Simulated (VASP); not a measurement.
# Quasiparticle energies of SiC in VASP, part 2 of 4

Wanted: how far GW moves the Kohn-Sham levels of SiC. The cell has space group P6_3mc, a computed entry that need not be the common form of this compound. The start is a computed cell from the Materials Project.

VASP 6.6.1, plane waves and PAW; the level of theory is named at each step.

So far. Step 2 (Relaxation): At PBE, with these data sets, the largest force is down to 0.0039 eV/Å.

### Step 3. Ground state

This step: PBE; plane waves and PAW (Si_GW, C_GW) (VASP 6.6.1).

The orbitals come from a self-consistent PBE run with a tight EDIFF and a narrow smearing. KPOINTS_OPT adds the bands along a path, which shows whether the mesh holds the band edges.

Contents of INCAR:

```
SYSTEM = SiC
PREC = Accurate
ENCUT = 440
EDIFF = 1E-08
NELM = 100
ISMEAR = 0
SIGMA = 0.01
LREAL = .FALSE.
ALGO = Normal
GGA = PE
NBANDS = 24
LORBIT = 11
LWAVE = .TRUE.
LCHARG = .FALSE.
KPAR = 4
```

Contents of POSCAR:

```
SiC
1.0
    3.0756941497      0.0000000000      0.0000000000
   -1.5378470748      2.6636292679      0.0000000000
    0.0000000000      0.0000000000     10.0706464800
Si C
4 4
Direct
    0.0000000000      0.0000000000      0.1878943800
    0.0000000000      0.0000000000      0.6878943800
    0.3333333333      0.6666666667      0.4378419800
    0.6666666667      0.3333333333      0.9378419800
    0.0000000000      0.0000000000      0.0004600500
    0.0000000000      0.0000000000      0.5004600500
    0.3333333333      0.6666666667      0.2498025900
    0.6666666667      0.3333333333      0.7498025900
```

Contents of KPOINTS:

```
Automatic mesh
0
Gamma
6 6 2
0 0 0
```

Contents of KPOINTS_OPT:

```
Line mode
8
Line-mode
Reciprocal
  0.00000000   0.00000000   0.00000000 GAMMA
  0.50000000   0.00000000   0.00000000 M

  0.50000000   0.00000000   0.00000000 M
  0.33333333   0.33333333   0.00000000 K

  0.33333333   0.33333333   0.00000000 K
  0.00000000   0.00000000   0.00000000 GAMMA

  0.00000000   0.00000000   0.00000000 GAMMA
  0.00000000   0.00000000   0.50000000 A

  0.00000000   0.00000000   0.50000000 A
  0.50000000   0.00000000   0.50000000 L

  0.50000000   0.00000000   0.50000000 L
  0.33333333   0.33333333   0.50000000 H

  0.33333333   0.33333333   0.50000000 H
  0.00000000   0.00000000   0.50000000 A

  0.50000000   0.00000000   0.50000000 L
  0.50000000   0.00000000   0.00000000 M

  0.33333333   0.33333333   0.00000000 K
  0.33333333   0.33333333   0.50000000 H
```

Potentials, in the order of the species: Si_GW and C_GW (PBE family, release 64).

Launch:

```console
mpirun -np 4 vasp_std
```

The log of the run:

```text
[... set-up lines as in an earlier step ...]
 entering main loop
       N       E                     dE             d eps       ncg     rms          rms(c)
DAV:   1     0.713513961443E+02    0.71351E+02   -0.13508E+04   888   0.111E+03
DAV:   2    -0.598913213560E+02   -0.13124E+03   -0.11961E+03  1072   0.239E+02
DAV:   3    -0.672816580199E+02   -0.73903E+01   -0.72832E+01   944   0.581E+01
DAV:   4    -0.676859809508E+02   -0.40432E+00   -0.40338E+00  1080   0.164E+01
DAV:   5    -0.676963576205E+02   -0.10377E-01   -0.10366E-01   984   0.233E+00    0.140E+01
DAV:   6    -0.603152818715E+02    0.73811E+01   -0.20652E+01   960   0.272E+01    0.434E+00
DAV:   7    -0.602009490259E+02    0.11433E+00   -0.31997E+00  1128   0.118E+01    0.241E+00
DAV:   8    -0.601716508244E+02    0.29298E-01   -0.34537E-01   984   0.475E+00    0.704E-01
DAV:   9    -0.601522905272E+02    0.19360E-01   -0.60009E-02   960   0.157E+00    0.147E-01
DAV:  10    -0.601531557562E+02   -0.86523E-03   -0.16362E-02  1064   0.717E-01    0.132E-01
DAV:  11    -0.601527784776E+02    0.37728E-03   -0.15904E-03   992   0.266E-01    0.289E-02
DAV:  12    -0.601527736502E+02    0.48274E-05   -0.15980E-04  1064   0.906E-02    0.106E-02
DAV:  13    -0.601527720337E+02    0.16165E-05   -0.17005E-05  1104   0.245E-02    0.902E-04
DAV:  14    -0.601527724652E+02   -0.43153E-06   -0.60350E-07   864   0.537E-03    0.455E-04
DAV:  15    -0.601527724347E+02    0.30561E-07   -0.54414E-08   952   0.183E-03    0.536E-04
DAV:  16    -0.601527723850E+02    0.49702E-07   -0.25695E-08   720   0.116E-03    0.152E-04
DAV:  17    -0.601527723759E+02    0.90481E-08   -0.54739E-09   672   0.769E-04
   1 F= -.60152772E+02 E0= -.60152772E+02  d E =-.125124E-15
 Start KPOINTS_OPT (optional k-point list driver)
k-point batch [1-14\72]
       N       E                     dE             ncg
DAV:   1     0.269003234334E+04   -0.86958E+04      896
DAV:   2     0.999381331219E+03   -0.16907E+04     1064
DAV:   3     0.899116347996E+03   -0.10026E+03      936
DAV:   4     0.893279856711E+03   -0.58365E+01     1064
DAV:   5     0.893094967788E+03   -0.18489E+00      952
DAV:   6     0.893083855091E+03   -0.11113E-01     1160
DAV:   7     0.893083784998E+03   -0.70093E-04      944
DAV:   8     0.893083782365E+03   -0.26338E-05     1104
DAV:   9     0.893083782297E+03   -0.67111E-07      832
DAV:  10     0.893083782296E+03   -0.15430E-08      656
[...]
k-point batch [71-72\72]
       N       E                     dE             ncg
DAV:   1     0.151844103538E+05   -0.22180E+04      128
DAV:   2     0.149583769900E+05   -0.22603E+03      128
DAV:   3     0.149482484092E+05   -0.10129E+02      128
DAV:   4     0.149476299855E+05   -0.61842E+00      184
DAV:   5     0.149476254182E+05   -0.45673E-02      128
DAV:   6     0.149476250314E+05   -0.38684E-03      176
DAV:   7     0.149476250286E+05   -0.28520E-05      128
DAV:   8     0.149476250284E+05   -0.17756E-06      168
DAV:   9     0.149476250284E+05   -0.20555E-08      104
 writing wavefunctions
```

Run time: 14 s. Hardware: 4 MPI ranks of Intel Xeon 6975P-C (Granite Rapids), shared host; peak memory 0.85 GiB.

From OUTCAR (step 3):

```text
 Found     14 irreducible k-points:

   k-points           NKPTS =     14   k-points in BZ     NKDIM =     14   number of bands    NBANDS=     24

   dimension x,y,z NGX =    24 NGY =   24 NGZ =   70
   dimension x,y,z NGXF=    48 NGYF=   48 NGZF=  140

   ENCUT  =  440.0 eV  32.34 Ry    5.69 a.u.   5.26  5.26 17.22*2*pi/ulx,y,z

   NELECT =      32.0000    total number of electrons

 E-fermi :   7.9324

 k-point     1 :       0.0000    0.0000    0.0000
  band No.  band energies     occupation
    ...
     12       7.2952      2.00000
     13       7.2952      2.00000
     14       7.8261      2.00000
     15       7.8796      2.00000
     16       7.8796      2.00000
     17      12.9845      0.00000
     18      13.5644      0.00000
     19      14.1903      0.00000
     20      14.2088      0.00000
     21      14.8627      0.00000
    ...

 k-point     2 :       0.1667   -0.0000    0.0000
  band No.  band energies     occupation
    ...
     12       6.3476      2.00000
     13       6.6516      2.00000
     14       6.7134      2.00000
     15       7.4927      2.00000
     16       7.6326      2.00000
     17      12.6556      0.00000
     18      13.3439      0.00000
     19      13.6204      0.00000
     20      14.6950      0.00000
     21      15.0347      0.00000
    ...

  Total        1.4900713      1.4900713      1.3502647      0.0000000      0.0000000      0.0000000
  in kB       28.9363229     28.9363229     26.2213614      0.0000000      0.0000000      0.0000000
  external PRESSURE =      28.0313357 kB  Pullay stress =       0.0000000 kB

  energy-cutoff  :      440.00
  volume of cell :       82.50
      direct lattice vectors                 reciprocal lattice vectors
     3.075694150  0.000000000  0.000000000     0.325129857  0.187713811  0.000000000
    -1.537847075  2.663629268  0.000000000     0.000000000  0.375427621  0.000000000
     0.000000000  0.000000000 10.070646480     0.000000000  0.000000000  0.099298491

 POSITION                                       TOTAL-FORCE (eV/Angst)
 -----------------------------------------------------------------------------------
      0.00000      0.00000      1.89222         0.000000     -0.000000      0.005579
      0.00000      0.00000      6.92754        -0.000000     -0.000000      0.005579
     -0.00000      1.77575      4.40935        -0.000000     -0.000000      0.000301
      1.53785      0.88788      9.44468         0.000000      0.000000      0.000301
      0.00000      0.00000      0.00463        -0.000000      0.000000     -0.004776
      0.00000      0.00000      5.03996         0.000000     -0.000000     -0.004776
     -0.00000      1.77575      2.51567        -0.000000     -0.000000     -0.001103
      1.53785      0.88788      7.55100         0.000000     -0.000000     -0.001103
 -----------------------------------------------------------------------------------
    total drift:                               -0.000000     -0.000000     -0.000019

  FREE ENERGIE OF THE ION-ELECTRON SYSTEM (eV)
  ---------------------------------------------------
  free  energy   TOTEN  =       -60.1527723759 eV

  energy  without entropy=      -60.1527723759  energy(sigma->0) =      -60.15277238

 total charge
# of ion       s       p       d       tot
------------------------------------------
    1        0.689   0.949   0.213   1.851
    2        0.689   0.949   0.213   1.851
    3        0.688   0.950   0.210   1.849
    4        0.688   0.950   0.210   1.849
    5        0.814   1.682   0.000   2.497
    6        0.814   1.682   0.000   2.497
    7        0.814   1.684   0.000   2.499
    8        0.814   1.684   0.000   2.499
--------------------------------------------------
tot          6.012  10.531   0.846  17.389

[... 4 parts as in an earlier step ...]

[... 6 further parts left out ...]
```

This step gave:

- free energy (TOTEN): -60.1528 eV
- Fermi energy: 7.932 eV
- pressure: 2.803 GPa
- least gap on mesh and path: 2.219 eV
- least direct gap on mesh and path: 3.342 eV

The highest empty bands on the path are converged less tightly, to about 0.1 eV. The electronic bands at the labelled points (eV, zero at the valence-band top; v1 is the highest filled band, c1 the lowest empty one):

| point | v4 | v3 | v2 | v1 | c1 | c2 | c3 | c4 |
| --- | --- | --- | --- | --- | --- | --- | --- | --- |
| Γ | -0.58 | -0.05 | 0.00 | 0.00 | 5.10 | 5.68 | 6.31 | 6.33 |
| 0.43 of the way | -1.48 | -1.43 | -0.62 | -0.41 | 4.19 | 4.80 | 5.35 | 6.49 |
| M | -2.37 | -2.23 | -1.58 | -1.12 | 2.22 | 2.35 | 4.22 | 4.75 |
| 0.43 of the way | -3.15 | -2.26 | -1.89 | -1.83 | 2.97 | 3.71 | 4.88 | 5.76 |
| K | -4.00 | -2.88 | -2.88 | -1.67 | 3.97 | 3.97 | 5.18 | 5.59 |
| 0.43 of the way | -2.55 | -2.42 | -2.01 | -1.24 | 4.27 | 4.85 | 5.07 | 6.48 |
| Γ | -0.58 | -0.05 | 0.00 | 0.00 | 5.10 | 5.68 | 6.31 | 6.33 |
| 0.57 of the way | -0.38 | -0.38 | -0.07 | -0.07 | 5.18 | 5.50 | 6.56 | 6.64 |
| A | -0.21 | -0.21 | -0.21 | -0.21 | 5.31 | 5.31 | 6.78 | 6.78 |
| 0.57 of the way | -1.39 | -1.39 | -1.07 | -1.07 | 3.60 | 3.60 | 5.27 | 5.27 |
| L | -2.51 | -2.51 | -1.56 | -1.56 | 2.64 | 2.64 | 4.21 | 4.21 |
| 0.57 of the way | -3.23 | -3.23 | -2.09 | -2.09 | 3.52 | 3.52 | 5.83 | 5.83 |
| H | -2.76 | -2.76 | -2.46 | -2.46 | 3.23 | 3.23 | 6.68 | 6.68 |
| 0.57 of the way | -1.72 | -1.72 | -0.95 | -0.95 | 5.12 | 5.12 | 5.67 | 5.67 |
| A | -0.21 | -0.21 | -0.21 | -0.21 | 5.31 | 5.31 | 6.78 | 6.78 |
| jump to L | -2.51 | -2.51 | -1.56 | -1.56 | 2.64 | 2.64 | 4.21 | 4.21 |
| 0.43 of the way | -2.55 | -1.98 | -1.90 | -1.28 | 2.49 | 2.51 | 4.00 | 4.73 |
| M | -2.37 | -2.23 | -1.58 | -1.12 | 2.22 | 2.35 | 4.22 | 4.75 |
| jump to K | -4.00 | -2.88 | -2.88 | -1.67 | 3.97 | 3.97 | 5.18 | 5.59 |
| 0.57 of the way | -3.48 | -2.60 | -2.60 | -2.09 | 3.47 | 3.47 | 5.74 | 6.30 |
| H | -2.76 | -2.76 | -2.46 | -2.46 | 3.23 | 3.23 | 6.68 | 6.68 |

Of the projections kept (Si, C), the largest for each band there; the rest of the weight can lie on other orbitals:

```
point      v4      v3      v2      v1       c1       c2       c3       c4
    Γ  C 0.70  C 0.74  C 0.75  C 0.75  Si 0.64  Si 0.66   C 0.75  Si 0.66
    M  C 0.60  C 0.63  C 0.64  C 0.67  Si 0.62  Si 0.77  Si 0.84  Si 0.74
    K  C 0.54  C 0.57  C 0.57  C 0.63  Si 0.59  Si 0.59  Si 0.76  Si 0.66
    Γ  C 0.70  C 0.74  C 0.75  C 0.75  Si 0.64  Si 0.66   C 0.75  Si 0.66
    A  C 0.73  C 0.73  C 0.73  C 0.73  Si 0.65  Si 0.65   C 0.51  Si 0.51
    L  C 0.59  C 0.59  C 0.64  C 0.64  Si 0.69  Si 0.69  Si 0.71  Si 0.71
```

The cell has a gap of 2.22 eV on mesh and path and a pressure of +2.8 GPa, which holds the misfit of the given cell and coordinates with this functional, and any error of cutoff, mesh and data sets.

### Step 4. Empty bands

The next step needs empty bands that the ground-state run didn't converge, so the Hamiltonian is diagonalised exactly for NBANDS bands, in a single step. LOPTICS writes the k-derivatives of the orbitals (WAVEDER), which give the long-wavelength limit of the screening.

Contents of INCAR:

```
SYSTEM = SiC
PREC = Accurate
ENCUT = 440
ISMEAR = 0
SIGMA = 0.01
LREAL = .FALSE.
GGA = PE
NBANDS = 348
ALGO = Exact
NELM = 1
LWAVE = .TRUE.
LCHARG = .FALSE.
LOPTICS = .TRUE.
NEDOS = 1000
CSHIFT = 0.1
```

POSCAR is that of step 3.

KPOINTS is that of step 3.

Launch:

```console
mpirun -np 4 vasp_std
```

The log of the run:

```text
[banner, memory and clock lines left out]
running    4 mpi-ranks, on    1 nodes
 distrk:  each k-point on    4 cores,    1 groups
 distr:  one band on    1 cores,    4 groups

 POSCAR found type information on POSCAR SiC
 POSCAR found :  2 types and       8 ions
 LDA part: xc-table for (Slater+PW92), standard interpolation
 found WAVECAR, reading the header
  number of bands has changed, file:    24 present:   348
  trying to continue reading WAVECAR, but it might fail
 POSCAR, INCAR and KPOINTS ok, starting setup
 FFT: planning ... GRIDC
 FFT: planning ... GRID_SOFT
 FFT: planning ... GRID
 reading WAVECAR
 random initialization beyond band           24
 the WAVECAR file was read successfully
 initial charge from wavefunction
 entering main loop
       N       E                     dE             d eps       ncg     rms          rms(c)
DIA:   1    -0.601527723678E+02   -0.60153E+02    0.00000E+00     0   0.000E+00
   1 F= -.60152772E+02 E0= -.60152772E+02  d E =-.285205E-28
 writing wavefunctions
 optical routines
 imaginary and real dielectric function
 recalculating local potential from charge density
 direction            1
 direction            2
 direction            3
```

Elapsed: 24 s, on 4 MPI ranks; peak memory 1.5 GiB.

Parts of OUTCAR (step 4):

```text
 Found     14 irreducible k-points:

   k-points           NKPTS =     14   k-points in BZ     NKDIM =     14   number of bands    NBANDS=    348

   NELECT =      32.0000    total number of electrons

 E-fermi :   7.9551

 k-point     2 :       0.1667   -0.0000    0.0000
  band No.  band energies     occupation
    ...
     12       6.3476      2.00000
     13       6.6516      2.00000
     14       6.7135      2.00000
     15       7.4927      2.00000
     16       7.6327      2.00000
     17      12.6556      0.00000
     18      13.3439      0.00000
     19      13.6204      0.00000
     20      14.6950      0.00000
     21      15.0347      0.00000
    ...

 k-point     3 :       0.3333    0.0000    0.0000
  band No.  band energies     occupation
    ...
     12       5.2453      2.00000
     13       5.8257      2.00000
     14       5.8581      2.00000
     15       6.5070      2.00000
     16       7.0354      2.00000
     17      10.8813      0.00000
     18      11.1179      0.00000
     19      12.4266      0.00000
     20      13.3823      0.00000
     21      13.7433      0.00000
    ...

  Total        1.4897803      1.4897803      1.3499819      0.0000000      0.0000000      0.0000000
  in kB       28.9306725     28.9306725     26.2158680      0.0000000      0.0000000      0.0000000
  external PRESSURE =      28.0257377 kB  Pullay stress =       0.0000000 kB

 POSITION                                       TOTAL-FORCE (eV/Angst)
 -----------------------------------------------------------------------------------
      0.00000      0.00000      1.89222         0.000000      0.000000      0.005577
      0.00000      0.00000      6.92754        -0.000000     -0.000000      0.005577
     -0.00000      1.77575      4.40935         0.000000     -0.000000      0.000305
      1.53785      0.88788      9.44468         0.000000      0.000000      0.000305
      0.00000      0.00000      0.00463         0.000000     -0.000000     -0.004773
      0.00000      0.00000      5.03996         0.000000      0.000000     -0.004773
     -0.00000      1.77575      2.51567        -0.000000      0.000000     -0.001109
      1.53785      0.88788      7.55100        -0.000000      0.000000     -0.001109
 -----------------------------------------------------------------------------------
    total drift:                               -0.000000     -0.000000     -0.000021

  FREE ENERGIE OF THE ION-ELECTRON SYSTEM (eV)
  ---------------------------------------------------
  free  energy   TOTEN  =       -60.1527723678 eV

  energy  without entropy=      -60.1527723678  energy(sigma->0) =      -60.15277237

 plasma frequency squared (from intraband transitions) (eV^2)
  --------------------------------------------------------------------------------------
       0.000       0.000      -0.000
       0.000       0.000       0.000
      -0.000       0.000       0.000

[... 10 parts as in an earlier step ...]

[... 3 further parts left out ...]
```

The gap is read on the k-mesh alone, so it is an upper bound where the band edges lie off the mesh.

A gap read on the k-mesh alone can miss the band edges.

This step gave:

* gap on the k-mesh: 2.219 eV
* least direct gap on the k-mesh: 3.342 eV

WAVECAR now holds 348 bands for 32 electrons. Its independent-particle dielectric tensor has xx, yy, zz = 7.7, 7.7, 7.6 on this mesh, which isn't tested for convergence in mesh or bands and lacks local fields.

(Part 2 of 4 ends here.)

[Lines on the potential files, build, host, timing and source positions are cut from VASP's logs without a mark.]

[Logs are printed without paths, hosts, clocks, repeated set-up lines and the standing remarks that a program may print on its own settings, such as how far it seeks lower states.]

[Hosts, paths, dates, database ids (printed as entryN), source tags and the programs' standing remarks are cut or masked in the printed files.]

[Pressures printed for these runs are not shown converged in the cutoff: they can be off by several GPa and have the wrong sign.]
